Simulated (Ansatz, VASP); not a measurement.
# SnO2: VASP beside Ansatz

Aim: how closely do two programs agree when they are given the same cell, functional and k mesh? The cell is taken from a series of runs on this material, whose earlier steps may have relaxed, scaled, displaced or heated it; both programs get it as it stands.

Method: plane waves, with VASP 6.6.1 beside it; G0W0 gap at LDA, in Ansatz 0.2.0.

### Step 1. Starting point

The structure is orthorhombic, space group Pbcn (No. 60). The conventional cell has a = 4.735 Å, b = 5.751 Å, c = 5.273 Å, α = 90.00°, β = 90.00°, γ = 90.00°. Sn has 6 O at 2.04 to 2.11 Å nearest. Nearest to O lie 3 Sn at 2.04 to 2.11 Å. Farther neighbours and most contacts between anions are not listed.

As a file:

```cif
data_structure
_symmetry_space_group_name_H-M 'Pbcn'
_symmetry_Int_Tables_number 60
_cell_length_a 4.7351
_cell_length_b 5.7509
_cell_length_c 5.2733
_cell_angle_alpha 90.000
_cell_angle_beta 90.000
_cell_angle_gamma 90.000
_cell_volume 143.60
loop_
_atom_site_label
_atom_site_type_symbol
_atom_site_symmetry_multiplicity
_atom_site_Wyckoff_symbol
_atom_site_fract_x
_atom_site_fract_y
_atom_site_fract_z
_atom_site_occupancy
Sn1 Sn 4 c 0.50000 0.66461 0.75000 1
O1 O 8 d 0.72862 0.60811 0.07877 1
```

### Step 2. Ansatz: G0W0 gap, LDA

Ansatz runs on its PAW soft_1 files.

Quasiparticle shifts depend on high empty states and on the cores, so they are the hardest test of two PAW sets.

Contents of input.yaml:

```yaml
crystal:
  lattice:
    - [4.73514617, 0.0, 0.0]
    - [0.0, 5.75091223, 0.0]
    - [0.0, 0.0, 5.2733498212]
  atoms:
    - { symbol: Sn, position: [0.5, 0.6646147171, 0.75] }
    - { symbol: Sn, position: [0.0, 0.8353852829, 0.25] }
    - { symbol: Sn, position: [0.5, 0.3353852829, 0.25] }
    - { symbol: Sn, position: [0.0, 0.1646147171, 0.75] }
    - { symbol: O, position: [0.7286180175, 0.6081109417, 0.0787713174] }
    - { symbol: O, position: [0.2286180175, 0.8918890583, 0.9212286826] }
    - { symbol: O, position: [0.7713819825, 0.8918890583, 0.5787713174] }
    - { symbol: O, position: [0.2713819825, 0.6081109417, 0.4212286826] }
    - { symbol: O, position: [0.7286180175, 0.3918890583, 0.5787713174] }
    - { symbol: O, position: [0.2286180175, 0.1081109417, 0.4212286826] }
    - { symbol: O, position: [0.7713819825, 0.1081109417, 0.0787713174] }
    - { symbol: O, position: [0.2713819825, 0.3918890583, 0.9212286826] }
kpoints:
  mp_grid: { grid: [4, 2, 2] }
hamiltonian:
  xc: lda
  pseudopotentials: { kind: paw, azcp: { folder: soft_1 }, xc_functional: pbe }
scf:
  occupations: { method: fixed }
gw:
  n_empty_bands: 537
  ecut_chi: 140
  qp_bands: [v4, c4]
  qp_kpoints: band_edges
  screening: { model: contour_deformation }
```

Started as:

```console
$ ansatz run input.yaml --threads 2 --pin off --max-ram 92160MiB --backend cuda --events-out ev --progress --plain --runs-dir out --devices 1 --max-vram 13GiB
```

Numbers of over 12 decimals in the logs are rounded to 6 here.

The log of the run:

```text
GPUs: using 1 of 1 available (devices: 1).
Engine: ansatz 0.2.0, x86_64-unknown-linux-gnu
Pseudopotentials: kind: paw
Pseudopotential: Sn, paw, valence charge 14, recommended cutoff 420 eV (normal), soft_1/Sn.paw.azcp
Pseudopotential: O, paw, valence charge 6, recommended cutoff 420 eV (normal), soft_1/O.paw.azcp
Functional definition: SPW92
  exchange = slater_x
  correlation = pw_c
device memory: the entry about to start is reckoned to put 1.8 GiB on a device that reports 7.6 GiB free
GPU FFT provider: cuFFT
GPU libraries: cuBLAS 13.8.2, cuFFT 12.4.0, cuSOLVER 12.3.4
Crystal: 12 atoms, lattice volume = 143.601 Å³
Basis set: ecut = 420 eV, 2829 PW (Γ)
Bands: 64, of which v1, the nominal top of the filled ones, is band 52 counted from 1 (51 counted from 0)
Symmetry: 8 space group operations
Space group: Pbcn (ITA 60), of the structure as read, at distance tolerance 5.2e-5 Å
k-points: 12 of 16
Non-local potential: Sn, projectors of the file, l = 0: 2, l = 1: 2, l = 2: 2, l = 3: 1
Non-local potential: O, projectors of the file, l = 0: 2, l = 1: 2, l = 2: 1
PAW form: soft (Blöchl's): semilocal exchange-correlation on the pseudo side does not see the compensation charge
PAW frozen core: Sn, regenerated for the run's functional, and the local potential with it (the file was generated under x = pbe(κ = 0.804, μ = 0.219515), c = pbe(β = 0.066725))
PAW frozen core: O, regenerated for the run's functional, and the local potential with it (the file was generated under x = pbe(κ = 0.804, μ = 0.219515), c = pbe(β = 0.066725))
PAW one-centre angular grid: Sn, 590 points (default); XC on 64 Gauss nodes
PAW one-centre angular grid: O, 110 points (default); XC on 64 Gauss nodes
Initial density: superposition of atomic densities (chi_scale 0.1, normalization cell, long waves kept (reshape's long-wave potential 0.00 eV rms))
Initial wavefunctions: pseudopotential atomic-orbital guess
GPU buffer pool allocated for 46080 grid points (all kernels)
GPU transforms: local potential and band sums: pruned to the plane-wave sphere, on 32×40×36
Functional: x = slater, c = lda
SCF iter   1: F=—  HF=-27962.090418 eV  |F-HF|=—  |Δ(HF+E_count)|=         —  Δρ=6.75e-2  dr2=4.81e0  ethr=3.10e-3  ⟨swp⟩=4.0  Hψ=2703  notcnv=0  defer=113
preconditioner: auto → Resta (q_TF=auto, 2.585 Å⁻¹)  ε∞=3.6  [insulator: Δε(μ)=1.607 eV  Ē_g=19.730 eV  n_scr=38 (ndim 8)  ℏωp=31.6 eV  f_vac=0.000  ε∞_Penn≈3.6]
SCF iter   2: F=—  HF=-27961.007104 eV  |F-HF|=—  |Δ(HF+E_count)|=    1.08e0  Δρ=3.39e-2  dr2=8.54e-1  ethr=3.10e-3  ⟨swp⟩=3.0  Hψ=1555  notcnv=0  defer=105
SCF iter   3: F=—  HF=-27960.800019 eV  |F-HF|=—  |Δ(HF+E_count)|=   2.07e-1  Δρ=1.01e-2  dr2=1.35e-1  ethr=8.21e-4  ⟨swp⟩=3.0  Hψ=1294  notcnv=0  defer=113
SCF iter   4: F=—  HF=-27960.767876 eV  |F-HF|=—  |Δ(HF+E_count)|=   3.21e-2  Δρ=1.91e-3  dr2=3.59e-3  ethr=1.29e-4  ⟨swp⟩=2.0  Hψ=978  notcnv=0  defer=114
SCF iter   5: F=—  HF=-27960.768684 eV  |F-HF|=—  |Δ(HF+E_count)|=   8.07e-4  Δρ=5.72e-4  dr2=3.53e-4  ethr=3.45e-6  ⟨swp⟩=2.5  Hψ=1049  notcnv=0  defer=114
SCF iter   6: F=—  HF=-27960.768782 eV  |F-HF|=—  |Δ(HF+E_count)|=   9.83e-5  Δρ=7.43e-5  dr2=6.60e-6  ethr=3.40e-7  ⟨swp⟩=2.8  Hψ=1106  notcnv=0  defer=99
SCF iter   7: F=—  HF=-27960.768784 eV  |F-HF|=—  |Δ(HF+E_count)|=   2.02e-6  Δρ=1.36e-5  dr2=3.28e-7  ethr=6.34e-9  ⟨swp⟩=2.0  Hψ=1012  notcnv=0  defer=91
SCF iter   8: F=-27960.768784 eV  HF=-27960.768784 eV  |F-HF|=3.57e-10  |Δ(HF+E_count)|=   1.13e-7  Δρ=2.73e-6  dr2=9.41e-9  ethr=9.62e-11  ⟨swp⟩=11.2  Hψ=2754  notcnv=0
SCF 1 converged in 8 iterations: F = -27960.768784 eV  dr2 = 9.41e-9
  greatest PAW one-centre occupation: 0.997 electrons in one spin orbital (limit 2), on the Sn atom at site 2 (counted from 0), in its partial waves of l = 2
device memory: the entry about to start is reckoned to put 2.2 GiB (of the 2.3 GiB reckoned in all, the device holds 0.1 GiB already) on a device that reports 7.6 GiB free
NSCF: frozen V_eff on 12 k-points
the band table was solved once the SCF had ended and its energy, with any forces and stress, was formed, with the checks that follow a solve (2964 applications of the Hamiltonian). They found nothing against the state; the energy, forces and stress were not computed again (output.eigenvalues in the input reference)
device memory: the entry about to start is reckoned to put 3.8 GiB on a device that reports 7.6 GiB free
NSCF: frozen V_eff on 12 k-points
G₀W₀ screening: q 1/12
[... further progress lines ...]
SCF converged after 8 iterations
Free energy (F): -27960.768784 eV
Harris-Foulkes:  -27960.768784 eV  (|F-HF|=3.57e-10)
Internal energy: -27960.768784 eV  (E = F + TS)
E sigma→0 (E₀):  -27960.768784 eV
Fermi energy:    8.816027 eV
--- Per-component energies (eV) ---
  E_band       = -259.369564
  E_kinetic    = 2027.588374
  E_local      = -6243.648889  (includes V_loc(G=0)·N_el)
  E_nonlocal   = 1035.238633
  E_hartree    = 2823.639661
  E_xc         = -1058.251237
[...]
--- G₀W₀: contour deformation, 7 samples at zero and on the imaginary axis and 1 off it, 16 q-points, 537 empty bands' worth ---
  eigenvalues of the whole cell's RPA ε∞ on this k-mesh (on a slab, of 1 + 4πα/V) = 6.3849, 6.4063, 6.6556; static W/v taken at q = 0 is 0.155856
  bands read: the sum over 589 bands ends inside a degenerate multiplet in 10 slots, whose members it reads at an even weight; the widest, k=3: bands 589 to 592 (counted from 1) at 1/4 each
  gw.qp_kpoints: band_edges: 12 of 12 stored k-points solved, in 1 pass; an edge of the gap read off the rows below is read off those points alone
  `?` marks the rows in doubt; gw_qp.tsv's column doubts and the gw_qp event give each row's grounds
    ik  band        ε_KS         Σx   Σc(E_QP)       V_xc       Z   E_QP_lin       E_QP  E_QP is
     0    49      8.2377   -26.1150     4.9461   -20.6439  0.7213     7.6991     7.7127  root
     0    50      8.7040   -26.6831     5.1994   -20.9181  0.7218     8.1242     8.1384  root
     0    51      8.7114   -26.3852     4.9771   -20.8993  0.7244     8.1922     8.2026  root
     0    52      8.8160   -26.8715     5.2216   -21.0844  0.7231     8.2366     8.2505  root
     0    53     10.0094   -14.5344    -3.5609   -18.9378  0.7919    10.8849    10.8518  root
     0    54     14.7440   -14.7278    -4.8083   -20.8882  0.7527    16.1403    16.0961  root
     0    55     14.8687   -14.2586    -4.8997   -20.5440  0.7644    16.3007    16.2544  root
     0    56     15.4020    -8.6915    -4.8062   -14.4029  0.7934    16.3562    16.3071  root
     1    49      8.5957   -26.6085     5.1743   -20.8750  0.7219     8.0229     8.0365  root
     1    50      8.5957   -26.6085     5.1743   -20.8750  0.7219     8.0229     8.0365  root
     1    51      8.6722   -26.6896     5.0978   -21.0358  0.7237     8.1028     8.1162  root
     1    52      8.6722   -26.6896     5.0978   -21.0358  0.7237     8.1028     8.1162  root
     1    53     13.0957   -15.3996    -4.1128   -20.5996  0.7704    14.2890    14.1829  root ?
     1    54     13.0957   -15.3996    -4.1128   -20.5996  0.7704    14.2890    14.1829  root ?
     1    55     14.7558   -13.1751    -4.9159   -19.3728  0.7656    16.0855    16.0376  root
     1    56     14.7558   -13.1751    -4.9159   -19.3728  0.7656    16.0855    16.0376  root
     2    49      7.9493   -26.0798     4.9799   -20.5379  0.7201     7.3723     7.3872  root
     2    50      7.9493   -26.0798     4.9799   -20.5379  0.7201     7.3723     7.3872  root
     2    51      8.7352   -26.5863     5.1281   -20.9151  0.7232     8.1796     8.1921  root
     2    52      8.7352   -26.5863     5.1281   -20.9151  0.7232     8.1796     8.1921  root
     2    53     12.7220   -15.6302    -3.8447   -20.5201  0.7721    13.8466    13.7673  root ?
     2    54     12.7220   -15.6302    -3.8447   -20.5201  0.7721    13.8466    13.7673  root ?
     2    55     15.4792   -14.2191    -5.1665   -20.8437  0.7539    16.9818    16.9372  root
     2    56     15.4792   -14.2191    -5.1665   -20.8437  0.7539    16.9818    16.9372  root
     3    49      8.5306   -26.5144     5.2198   -20.7146  0.7209     7.9353     7.9505  root
     3    50      8.5306   -26.5144     5.2198   -20.7146  0.7209     7.9353     7.9505  root
     3    51      8.5306   -26.5144     5.2198   -20.7146  0.7209     7.9353     7.9505  root
     3    52      8.5306   -26.5144     5.2198   -20.7146  0.7209     7.9353     7.9505  root
[...]
4    54     13.8938   -13.1592    -4.6786   -18.9539  0.7781    15.1386    15.0099  root ?
     4    55     14.5685   -12.7410    -4.8532   -18.7037  0.7670    15.7890    15.6780  root ?
[...]
5    53     13.0117   -14.5021    -4.2301   -19.8137  0.7776    14.1938    14.0932  root ?
     5    54     13.0117   -14.5021    -4.2301   -19.8137  0.7776    14.1938    14.0932  root ?
[...]
6    53     13.1163   -15.4106    -4.1048   -20.5990  0.7696    14.3026    14.1999  root ?
     6    54     13.1163   -15.4106    -4.1048   -20.5990  0.7696    14.3026    14.1999  root ?
[...]
7    53     13.7330   -14.4150    -4.5188   -20.0593  0.7720    14.9944    14.8585  root ?
     7    54     13.7330   -14.4150    -4.5188   -20.0593  0.7720    14.9944    14.8585  root ?
[...]
8    53     13.1824   -14.5881    -4.2752   -19.9469  0.7636    14.3340    14.2659  root ?
     8    54     13.1824   -14.5881    -4.2752   -19.9469  0.7636    14.3340    14.2659  root ?
     8    55     13.8764   -13.7297    -4.6341   -19.4967  0.7755    15.1548    15.0093  root ?
     8    56     13.8764   -13.7297    -4.6341   -19.4967  0.7755    15.1548    15.0093  root ?
[...]
9    53     13.5993   -14.1003    -4.4976   -19.7167  0.7740    14.8488    14.7181  root ?
     9    54     13.5993   -14.1003    -4.4976   -19.7167  0.7740    14.8488    14.7181  root ?
     9    55     13.5993   -14.1003    -4.4976   -19.7167  0.7740    14.8488    14.7181  root ?
     9    56     13.5993   -14.1003    -4.4976   -19.7167  0.7740    14.8488    14.7181  root ?
[...]
10    51      8.6660   -26.7107     5.3751   -20.7286  0.7208     8.0424     8.0590  root
    10    52      8.6660   -26.7107     5.3751   -20.7286  0.7208     8.0424     8.0590  root
    10    53     13.5740   -14.7845    -4.5224   -20.4321  0.7681    14.8361    14.6992  root ?
    10    54     13.5740   -14.7845    -4.5224   -20.4321  0.7681    14.8361    14.6992  root ?
    10    55     14.6834   -14.6235    -4.6668   -20.6239  0.7562    16.0482    16.0171  root
    10    56     14.6834   -14.6235    -4.6668   -20.6239  0.7562    16.0482    16.0171  root
    11    49      8.4836   -26.4821     5.3517   -20.5116  0.7196     7.8467     7.8647  root
    11    50      8.4836   -26.4821     5.3517   -20.5116  0.7196     7.8467     7.8647  root
    11    51      8.4836   -26.4821     5.3517   -20.5116  0.7196     7.8467     7.8647  root
    11    52      8.4836   -26.4821     5.3517   -20.5116  0.7196     7.8467     7.8647  root
    11    53     14.0316   -14.4995    -4.5543   -20.3025  0.7680    15.3428    15.2803  root ?
    11    54     14.0316   -14.4995    -4.5543   -20.3025  0.7680    15.3428    15.2803  root ?
    11    55     14.0316   -14.4995    -4.5543   -20.3025  0.7680    15.3428    15.2803  root ?
    11    56     14.0316   -14.4995    -4.5543   -20.3025  0.7680    15.3428    15.2803  root ?
```

The column dr2 measures how far the density is from self-consistency, as an energy; F and HF (Harris–Foulkes) agree once it is small.

(Part 1 of 2 ends here.)

[Lines on the potential files, build, host, timing and source positions are cut from VASP's logs without a mark.]

[Logs are printed without paths, hosts, clocks, repeated set-up lines and the standing remarks that a program may print on its own settings, such as how far it seeks lower states.]

[Hosts, paths, dates, database ids (printed as entryN), source tags and the programs' standing remarks are cut or masked in the printed files.]
